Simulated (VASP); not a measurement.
OSZICAR of a VASP run on Ir (fcc):

### OSZICAR
```
       N       E                     dE             d eps       ncg     rms          rms(c)
DAV:   1     0.434830981898E+02    0.43483E+02   -0.44975E+03  1976   0.102E+03
DAV:   2    -0.684521774110E+01   -0.50328E+02   -0.48431E+02  1928   0.203E+02
DAV:   3    -0.744864582617E+01   -0.60343E+00   -0.60062E+00  2904   0.301E+01
DAV:   4    -0.745171358803E+01   -0.30678E-02   -0.30669E-02  2400   0.145E+00
DAV:   5    -0.745174014576E+01   -0.26558E-04   -0.26558E-04  2896   0.845E-02    0.155E+01
DAV:   6    -0.696063817683E+01    0.49110E+00   -0.10413E+00  2208   0.142E+01    0.622E+00
DAV:   7    -0.687043280193E+01    0.90205E-01   -0.31655E-01  2528   0.727E+00    0.151E+00
DAV:   8    -0.686541318731E+01    0.50196E-02   -0.15978E-03  2072   0.609E-01    0.738E-01
DAV:   9    -0.686358560712E+01    0.18276E-02   -0.13266E-03  2472   0.619E-01    0.140E-02
DAV:  10    -0.686358980835E+01   -0.42012E-05   -0.53885E-06  2640   0.255E-02    0.582E-03
DAV:  11    -0.686359046246E+01   -0.65411E-06   -0.32149E-07  1672   0.547E-03
   1 F= -.68635905E+01 E0= -.68634741E+01  d E =-.686359E+01
       N       E                     dE             d eps       ncg     rms          rms(c)
DAV:   1    -0.687809539376E+01   -0.14506E-01   -0.69585E-01  2072   0.138E+01    0.119E+00
DAV:   2    -0.686174272634E+01    0.16353E-01   -0.43588E-02  2144   0.287E+00    0.456E-01
DAV:   3    -0.685999157738E+01    0.17511E-02   -0.80741E-03  2368   0.113E+00    0.158E-01
DAV:   4    -0.685999190352E+01   -0.32614E-06   -0.15071E-04  2480   0.132E-01    0.191E-02
DAV:   5    -0.685999569197E+01   -0.37884E-05   -0.52364E-06  2752   0.151E-02    0.395E-03
DAV:   6    -0.685999638092E+01   -0.68895E-06   -0.25505E-07  1136   0.368E-03
   2 F= -.68599964E+01 E0= -.68598802E+01  d E =0.359408E-02
       N       E                     dE             d eps       ncg     rms          rms(c)
DAV:   1    -0.687527809768E+01   -0.15282E-01   -0.44208E-01  2072   0.110E+01    0.104E+00
DAV:   2    -0.686496875113E+01    0.10309E-01   -0.26620E-02  2152   0.227E+00    0.331E-01
DAV:   3    -0.686383507793E+01    0.11337E-02   -0.51743E-03  2328   0.914E-01    0.104E-01
DAV:   4    -0.686384257287E+01   -0.74949E-05   -0.11643E-04  2488   0.106E-01    0.401E-03
DAV:   5    -0.686384339612E+01   -0.82325E-06   -0.11825E-06  2216   0.105E-02
   3 F= -.68638434E+01 E0= -.68637272E+01  d E =-.252934E-03
```

Task: Which electronic solver shows in the log?

Result: It is blocked Davidson (ALGO = Normal, or the opening steps of other solvers). The INCAR had ALGO = Normal.

Task: Can the final energy be trusted as converged?

Result: The run converged. It stopped with EDIFF = 1E-6, NELM = 100, NSW = 60 and EDIFFG = -0.01 after 3 ionic steps (vdW-DF-cx, plane waves, VASP's PBE PAW potentials (set 64)).

The compound is Ir in the fcc structure. This run relaxes it. Symmetry was kept, so distortions that lower it aren't found.
